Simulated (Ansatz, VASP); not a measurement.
**Be (Beryllium): VASP beside Ansatz**

Aim: how closely do two programs agree when they are given the same cell, functional and k mesh? The cell is taken from a series of runs on this material, whose earlier steps may have relaxed, scaled, displaced or heated it; both programs get it as it stands.

Method: plane waves, with VASP 6.6.1 beside it; relaxation of cell and atoms at PBE and zone-centre phonons at PBE, in Ansatz 0.2.0.

**1. Set-up**

Symmetry: P6_3/mmc, No. 194, hexagonal system. Conventional cell: a = 2.265 Å, b = 2.265 Å, c = 3.560 Å, α = 90.00°, β = 90.00°, γ = 120.00°. Nearest to Be lie 12 Be at 2.21 to 2.27 Å.

Structure file:

```xyz
2
Lattice="2.2654 0.0000 0.0000 -1.1327 1.9619 0.0000 0.0000 0.0000 3.5599" Properties=species:S:1:pos:R:3 pbc="T T T"
Be    0.0000    1.3079    0.8900
Be    1.1327    0.6540    2.6699
```

**2. VASP: relaxation of cell and atoms, PBE**

The relaxed volume is the usual yardstick between codes: in a stiff, nearly cubic crystal its relative difference is about their pressure difference at one cell divided by the bulk modulus.

Lines of VASP's logs that name or quote its potential files are left out, and so is its time.

The input, INCAR:

```
SYSTEM = Be
PREC = Accurate
ENCUT = 600
EDIFF = 1E-07
NELM = 120
ISMEAR = 1
SIGMA = 0.2
LREAL = .FALSE.
ALGO = Normal
GGA = PE
NBANDS = 8
LORBIT = 11
LWAVE = .FALSE.
LCHARG = .FALSE.
ISIF = 3
IBRION = 2
NSW = 80
EDIFFG = -0.005
LASPH = .TRUE.
GGA_COMPAT = .FALSE.
NELMIN = 4
KPAR = 2
```

The input, POSCAR:

```
Be
1.0
    2.2654000000      0.0000000000      0.0000000000
   -1.1327000000      1.9618940000      0.0000000000
    0.0000000000      0.0000000000      3.5598570000
Be
2
Direct
    0.3333332484      0.6666664968      0.2499999298
    0.6666667516      0.3333335032      0.7500000702
```

The input, KPOINTS:

```
Automatic mesh
0
Gamma
30 30 16
0 0 0
```

The projector-augmented-wave data sets are Be (PBE family, release 64).

On the command line:

```sh
$ mpirun -np 2 vasp_std
```

Numbers of over 12 decimals in the logs are rounded to 6 here.

The program printed:

```text
[banner, memory and clock lines left out]
running    2 mpi-ranks, on    1 nodes
 distrk:  each k-point on    1 cores,    2 groups
 distr:  one band on    1 cores,    1 groups

 POSCAR found type information on POSCAR Be
 POSCAR found :  1 types and       2 ions
 LDA part: xc-table for (Slater+PW92), standard interpolation
 POSCAR, INCAR and KPOINTS ok, starting setup
 FFT: planning ... GRIDC
 FFT: planning ... GRID_SOFT
 FFT: planning ... GRID
 WAVECAR not read
 entering main loop
       N       E                     dE             d eps       ncg     rms          rms(c)
DAV:   1    -0.287822046114E+01   -0.28782E+01   -0.19659E+03 13224   0.460E+02
DAV:   2    -0.758267963828E+01   -0.47045E+01   -0.45971E+01 21112   0.552E+01
DAV:   3    -0.759991900192E+01   -0.17239E-01   -0.17217E-01 14400   0.297E+00
DAV:   4    -0.759992921247E+01   -0.10211E-04   -0.10211E-04 19352   0.812E-02
DAV:   5    -0.759992921450E+01   -0.20265E-08   -0.16144E-08 14296   0.477E-04    0.121E+00
DAV:   6    -0.755383363949E+01    0.46096E-01   -0.61759E-03 15464   0.897E-01    0.744E-01
DAV:   7    -0.753543891853E+01    0.18395E-01   -0.67929E-03 16488   0.936E-01    0.277E-02
DAV:   8    -0.753541653629E+01    0.22382E-04   -0.11553E-05 14384   0.337E-02    0.945E-03
DAV:   9    -0.753541553772E+01    0.99857E-06   -0.28726E-06 17288   0.163E-02    0.974E-04
DAV:  10    -0.753541530887E+01    0.22885E-06   -0.71451E-09 12168   0.845E-04    0.261E-04
DAV:  11    -0.753541518512E+01    0.12375E-06   -0.29742E-09  6864   0.535E-04    0.526E-06
DAV:  12    -0.753541518193E+01    0.31878E-08   -0.15769E-10  6584   0.141E-04
   1 F= -.75354152E+01 E0= -.75355411E+01  d E =-.753542E+01
 curvature:   0.00 expect dE= 0.000E+00 dE for cont linesearch  0.000E+00
 trial: gam= 0.00000 g(F)=  0.448E-44 g(S)=  0.271E-04 ort = 0.000E+00 (trialstep = 0.100E+01)
 search vector abs. value=  0.271E-04
 bond charge predicted
       N       E                     dE             d eps       ncg     rms          rms(c)
DAV:   1    -0.753542991354E+01   -0.14728E-04   -0.94150E-05 17456   0.656E-02    0.355E-03
DAV:   2    -0.753542946405E+01    0.44949E-06   -0.40413E-07 15224   0.500E-03    0.220E-03
DAV:   3    -0.753542883766E+01    0.62639E-06   -0.54776E-08 14824   0.266E-03    0.824E-05
DAV:   4    -0.753542883442E+01    0.32385E-08   -0.25979E-10  6648   0.147E-04
   2 F= -.75354288E+01 E0= -.75355530E+01  d E =-.136525E-04
 trial-energy change:   -0.000014  1 .order   -0.000015   -0.000027   -0.000002
 step:   1.1049(harm=  1.0803)  dis= 0.00000  next Energy=    -7.535429 (dE=-0.138E-04)
 reached required accuracy - stopping structural energy minimisation
```

From OUTCAR (step 2):

```text
ion  position               nearest neighbor table
   1  0.333  0.667  0.250-   2 2.21   2 2.21   2 2.21   2 2.21   2 2.21   2 2.21
   2  0.667  0.333  0.750-   1 2.21   1 2.21   1 2.21   1 2.21   1 2.21   1 2.21

  LATTYP: Found a hexagonal cell.
 ALAT       =     2.2654000000
 C/A-ratio  =     1.5714032842

 Subroutine GETGRP returns: Found 24 space group operations
 (whereof 12 operations were pure point group operations)

The static configuration has the point symmetry D_3d.
 The point group associated with its full space group is D_6h.

 Found    819 irreducible k-points:

   k-points           NKPTS =    819   k-points in BZ     NKDIM =    819   number of bands    NBANDS=      8

   dimension x,y,z NGX =    18 NGY =   18 NGZ =   28
   dimension x,y,z NGXF=    36 NGYF=   36 NGZF=   56

   ENCUT  =  600.0 eV  44.10 Ry    6.64 a.u.   4.52  4.52  7.11*2*pi/ulx,y,z

   NELECT =       4.0000    total number of electrons

 k-points in reciprocal lattice and weights: Automatic mesh
   0.00000000  0.00000000  0.00000000       0.000
   0.03333333  0.00000000  0.00000000       0.000
   0.06666667  0.00000000  0.00000000       0.000
   0.10000000 -0.00000000  0.00000000       0.000
   0.13333333  0.00000000  0.00000000       0.000
   0.16666667  0.00000000  0.00000000       0.000
   0.20000000 -0.00000000  0.00000000       0.000
   0.23333333  0.00000000  0.00000000       0.000
   0.26666667  0.00000000  0.00000000       0.000
[...]
0.33333333  0.30000000  0.50000000       0.001
   0.33333333  0.33333333  0.50000000       0.000

 average (electrostatic) potential at core
       1 -32.7506       2 -32.7506

 E-fermi :   6.9891

 k-point     1 :       0.0000    0.0000    0.0000
  band No.  band energies     occupation
      1      -4.3305      2.00000
      2       2.5892      2.00000
      3       8.1420     -0.00000
      4      22.9610      0.00000
      5      22.9610      0.00000
      6      25.8123      0.00000
      7      25.8123      0.00000
    ...

 k-point     2 :       0.0333    0.0000    0.0000
  band No.  band energies     occupation
      1      -4.2986      2.00000
      2       2.6310      2.00000
      3       8.1516     -0.00000
      4      22.6840      0.00000
      5      22.7400      0.00000
      6      25.8181      0.00000
      7      25.9418      0.00000
    ...

 k-point     3 :       0.0667    0.0000    0.0000
  band No.  band energies     occupation
      1      -4.2028      2.00000
      2       2.7563      2.00000
      3       8.1797     -0.00000
      4      21.9249      0.00000
      5      22.2018      0.00000
      6      25.8196      0.00000
      7      26.1953      0.00000
    ...

  Total        0.0000046      0.0000046      0.0025231      0.0000000      0.0000000      0.0000000
  in kB        0.0004606      0.0004606      0.2552488      0.0000000      0.0000000      0.0000000
  external PRESSURE =       0.0853900 kB  Pullay stress =       0.0000000 kB

  energy-cutoff  :      600.00
  volume of cell :       15.84
      direct lattice vectors                 reciprocal lattice vectors
     2.265612539  0.000000000 -0.000000000     0.441381738  0.254831859  0.000000000
    -1.132806269  1.962078064  0.000000000     0.000000000  0.509663717  0.000000000
     0.000000000  0.000000000  3.562694313     0.000000000 -0.000000000  0.280686445

 POSITION                                       TOTAL-FORCE (eV/Angst)
 -----------------------------------------------------------------------------------
      0.00000      1.30805      0.89067         0.000000      0.000000      0.000000
      1.13281      0.65403      2.67202        -0.000000     -0.000000     -0.000000
 -----------------------------------------------------------------------------------
    total drift:                               -0.000001     -0.000001     -0.000002

  FREE ENERGIE OF THE ION-ELECTRON SYSTEM (eV)
  ---------------------------------------------------
  free  energy   TOTEN  =        -7.5354288344 eV

  energy  without entropy=       -7.5358014383  energy(sigma->0) =       -7.53555304

 reached required accuracy - stopping structural energy minimisation

 total charge
# of ion       s       p       d       tot
------------------------------------------
    1        0.405   0.767   0.000   1.172
    2        0.405   0.767   0.000   1.172
--------------------------------------------------
tot          0.811   1.533   0.000   2.344

[... 3 further parts left out ...]
```

CONTCAR:

```
Be
   1.00000000000000
     2.2656125388157076    0.0000000000000000   -0.0000000000000000
    -1.1328062694078538    1.9620780640278410    0.0000000000000000
     0.0000000000000000    0.0000000000000000    3.5626943125495232
  Be
     2
Direct
     0.3333332484000024    0.6666664967999978    0.2499999297999977
     0.6666667515999976    0.3333335032000022    0.7500000702000023
```

The run keeps the 24 symmetry operations of its start, so it cannot find a distortion of lower symmetry.

**3. Ansatz: relaxation of cell and atoms, PBE**

Ansatz runs on its default PAW (the set named soft_2) files.

The same cell, functional, mesh and smearing now go to Ansatz, which takes its cutoff from its data sets.

The input, input.yaml:

```yaml
crystal:
  lattice:
    - [2.2653995017, 0.0, 0.0]
    - [-1.1326997509, 1.9618935182, 0.0]
    - [0.0, 0.0, 3.5598567174]
  atoms:
    - { symbol: Be, position: [0.3333333333, 0.6666666667, 0.25] }
    - { symbol: Be, position: [0.6666666667, 0.3333333333, 0.75] }
kpoints:
  mp_grid: { grid: [30, 30, 16] }
hamiltonian:
  xc: pbe
scf:
  occupations: { method: methfessel_paxton, width: 0.2 }
output:
  forces: true
  stress: true
  eigenvalues: true
relax:
  adjacent_minimum: "off"
  f_tol: 0.001
  max_steps: 60
  cell: { stress_tol: 0.01 }
```

On the command line:

```sh
$ ansatz run input.yaml --threads 4 --pin off --max-ram 7168MiB --backend cpu --events-out ev --progress --plain --runs-dir out
```

The program printed:

```text
Engine: ansatz 0.2.0, aarch64-unknown-linux-gnu
Pseudopotentials: kind: paw
Pseudopotential: Be, paw, valence charge 2, recommended cutoff 420 eV (normal), Be.paw.azcp
Functional definition: PBE
  parameter kappa = 0.804
  parameter beta = 0.066725
  exchange = pbe_x(kappa = kappa, mu = beta*pi^2/3)
  correlation = pbe_c(beta = beta)
Crystal: 2 atoms, lattice volume = 15.822 Å³
Basis set: ecut = 420 eV, 311 PW (Γ), exchange–correlation on 32×32×48 points (8 copies of the dense FFT grid, shifted against one another)
Bands: 6, of which v1, the nominal top of the filled ones, is band 2 counted from 1 (1 counted from 0)
Symmetry: 24 space group operations
Space group: P63/mmc (ITA 194), of the structure as read, at distance tolerance 2.5e-5 Å
k-points: 819 of 14400
Non-local potential: Be, projectors of the file, l = 0: 2, l = 1: 2, l = 2: 1
PAW form: soft (Blöchl's): semilocal exchange-correlation on the pseudo side does not see the compensation charge
PAW one-centre angular grid: Be, 110 points (default); XC on 64 Gauss nodes
Initial density: superposition of atomic densities (neutral atoms: chi_scale 0, normalization atom), corrected by the library's trained network
Initial wavefunctions: pseudopotential atomic-orbital guess
Functional: x = pbe(κ = 0.804, μ = 0.219515), c = pbe(β = 0.066725)
SCF iter   1: F=—  HF=-185.529122 eV  |F-HF|=—  |Δ(HF+E_count)|=         —  Δρ=1.15e-3  dr2=1.44e-4  ethr=1.77e-3  ⟨swp⟩=5.3  Hψ=41204  notcnv=0
preconditioner: auto → none  [metal: Δε(μ)=0.068 eV  Ē_g=12.885 eV  σ=0.200 eV  W_gap=0.27  n_scr=2 (ndim 8)  ℏωp=18.7 eV  f_vac=0.000  D(μ)=0.08/eV (n_scr^D=0)  sad-step TF]
SCF iter   2: F=—  HF=-185.529152 eV  |F-HF|=—  |Δ(HF+E_count)|=   3.04e-5  S|Δr|=    0.00e0  Δρ=7.12e-4  dr2=5.76e-5  ethr=3.59e-6  ⟨swp⟩=1.3  Hψ=11766  notcnv=0
SCF iter   3: F=—  HF=-185.529195 eV  |F-HF|=—  |Δ(HF+E_count)|=   4.28e-5  S|Δr|=    0.00e0  Δρ=2.50e-5  dr2=5.43e-8  ethr=2.50e-9  ⟨swp⟩=3.7  Hψ=21436  notcnv=0
SCF iter   4: F=-185.529194 eV  HF=-185.529194 eV  |F-HF|=6.66e-11  |Δ(HF+E_count)|=   2.86e-7  S|Δr|=    0.00e0  Δρ=2.27e-6  dr2=5.67e-10  ethr=1.36e-9  ⟨swp⟩=3.4  Hψ=14413  notcnv=0
SCF 1 converged in 4 iterations: F = -185.529194 eV  dr2 = 5.67e-10
  greatest PAW one-centre occupation: 0.360 electrons in one spin orbital (limit 2), on the Be atom at site 1 (counted from 0), in its partial waves of l = 0
relax step   1: F+E_penalty+E_count = -185.52919448 eV  Δ(F+E_penalty+E_count) = +0.000e0 eV  max|allowed force component| = 3.238e-16 eV/Å  Δτ_max = 0.0000 Å  P = -0.021 GPa  Ω = 15.822 Å³  (4 SCF iters, dr2 threshold 1.00e-7 eV, accepted)
[...]
relax step   2: F+E_penalty+E_count = -185.52920126 eV  Δ(F+E_penalty+E_count) = -6.783e-6 eV  max|allowed force component| = 9.252e-17 eV/Å  Δτ_max = 0.0000 Å  P = -0.011 GPa  Ω = 15.819 Å³  energy of the carried Pulay correction = +8.006e-7 eV  (2 SCF iters, dr2 threshold 5.29e-8 eV, accepted)
[...]
relax step   3: F+E_penalty+E_count = -185.52920163 eV  Δ(F+E_penalty+E_count) = -3.664e-7 eV  max|allowed force component| = 1.850e-17 eV/Å  Δτ_max = 0.0000 Å  P = -0.004 GPa  Ω = 15.818 Å³  energy of the carried Pulay correction = +1.097e-6 eV  (3 SCF iters, dr2 threshold 6.81e-10 eV, accepted)
[...]
relax step   4: F+E_penalty+E_count = -185.52919992 eV  Δ(F+E_penalty+E_count) = +1.706e-6 eV  max|allowed force component| = 7.401e-17 eV/Å  Δτ_max = 0.0000 Å  P = -0.004 GPa  Ω = 15.818 Å³  stress off target by 5.16e-3 GPa  SCF on the basis re-selected at this cell (its energy is not comparable with the rows above)  (4 SCF iters)
basis re-selected at this cell: Δ(F+E_penalty+E_count) = +1.706e-6 eV, ΔP = -0.000 GPa vs the last step (what re-selecting the basis moved, of the pressure what is left beyond the Pulay correction that the steps carried, after the strain that the cell walked since its last selection, with what the two solves' SCF thresholds leave and, on support functions, any second-order correction that the steps lacked; it is no m [...]
SCF converged after 4 iterations
Stability not checked: this state was not tested for a lower state beside it, because cold or Methfessel-Paxton smearing, or corrected tetrahedra, fill the levels in a way that the test cannot read (fill_not_monotonic; see scf.lower_state_search)
Free energy (F): -185.529200 eV
Harris-Foulkes:  -185.529200 eV  (|F-HF|=2.84e-14)
Internal energy: -185.529573 eV  (E = F + TS)
E sigma→0 (E₀):  -185.529293 eV
Entropy (-TS):   0.000373 eV (0.186 meV/atom)
Fermi energy:    8.098840 eV
--- Per-component energies (eV) ---
  E_band       = 12.266207
  E_kinetic    = 42.065773
  E_local      = 5.665219  (includes V_loc(G=0)·N_el)
  E_nonlocal   = 8.884553
  E_hartree    = 0.082283
  E_xc         = -39.600924
  E_vxc        = -41.660033  (∫ρ·V_xc dr)
  E_paw        = -119.149669  (= ΣΔE_a)
  E_vpaw       = -2.853867  (= ΣTr[D̂ρ^β])
  E_aug_tail   = -0.000001  (compensation charges beyond the density's cutoff)
  E_ewald      = -83.476806
  E_smearing   = 0.000373  (= −TS)
  E_closure    = 0.000000  (closes the sum)
  Σ components = -185.529200   (vs F -185.529200, Δ=0.00e0)
--- Forces (eV/Å), atoms counted from 1 ---
  atom   1  Be    -0.00000000     0.00000000     0.00000000
  atom   2  Be     0.00000000     0.00000000     0.00000000
  max |Σ_I F_I| component: 7.40e-17 eV/Å
--- Stress (GPa, compression-positive) ---
       -0.003586       0.000000      -0.000000
        0.000000      -0.003586       0.000000
       -0.000000       0.000000      -0.005157
  P = ⅓ Tr σ = -0.0041 GPa (-0.041 kbar)
--- Band table (eV; the first three rows and the last of 819) ---
  k-point 0: bands = ["-3.2237", "3.6943", "9.2560", "24.0804", "24.0804", "26.9402"]
  k-point 1: bands = ["-3.1898", "3.4833", "9.5462", "24.1116", "24.1116", "26.9297"]
  k-point 2: bands = ["-3.0881", "2.9511", "10.3153", "24.2038", "24.2038", "26.8950"]
  k-point 818: bands = ["6.9859", "6.9859", "8.4845", "8.4845", "14.4018", "14.4018"]
--- Relaxed structure (3 steps of the walk, 3 accepted, 1 SCFs on fresh bases) ---
  F+E_penalty+E_count = -185.52919992 eV   max|allowed force component| = 7.401e-17 eV/Å   (the final SCF, on the basis selected at the relaxed cell)
  cell:  # Å, volume = 15.8185 Å³
    - [2.264710, 2.8858808971694107e-11, 0.0]
    - [-1.132355, 1.961297, 0.0]
    - [0.0, 0.0, 3.561296]
  atoms:
    - { symbol: Be, position: [0.333333, 0.666667, 0.25] }
    - { symbol: Be, position: [0.666667, 0.333333, 0.75] }
```

The column dr2 measures how far the density is from self-consistency, as an energy; F and HF (Harris–Foulkes) agree once it is small.

**4. Differences**

Known differences besides the potentials themselves: the cutoff is 420 eV in Ansatz and 600 eV in VASP; Ansatz adds a Pulay correction to the stress that steers its cell, VASP none. Total energies have different zeros and are not compared.

Both answers:

| quantity | Ansatz | VASP | difference |
| --- | --- | --- | --- |
| volume (Å³) | 15.82 | 15.84 | -0.12 % |
| edge a after relaxation, in the typed setting (Å) | 2.265 | 2.266 | -0.04 % |
| edge c after relaxation, in the typed setting (Å) | 3.561 | 3.563 | -0.04 % |

(Part 1 of 2 ends here.)

[Lines on the potential files, build, host, timing and source positions are cut from VASP's logs without a mark.]

[Logs are printed without paths, hosts, clocks, repeated set-up lines and the standing remarks that a program may print on its own settings, such as how far it seeks lower states.]

[Hosts, paths, dates, database ids (printed as entryN), source tags and the programs' standing remarks are cut or masked in the printed files.]
